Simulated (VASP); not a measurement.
```xyz
2
Lattice="0.0000 1.9418 1.9418 1.9418 0.0000 1.9418 1.9418 1.9418 0.0000" Properties=species:S:1:pos:R:3 pbc="T T T"
Li     0.0000     0.0000     0.0000
F      1.9418     1.9418     1.9418
```

These are r2SCAN+rVV10, VASP's PBE PAW potentials (set 64) (plane waves; VASP) values and carry that method's errors. Numerical set-up: 520 eV cut-off, 11×11×11 Γ-centred mesh, Gaussian smearing of 0.050 eV, potentials Li_sv F.

Give the stress tensor in GPa (positive for a compressed cell).

```
6.10  0.00  0.00
0.00  6.10  0.00
0.00  0.00  6.10
```
The pressure is its mean diagonal, 6.10 GPa.

The compound is LiF in the rock salt structure. This cell is one point of a volume scan, at 0.94 of the reference volume.
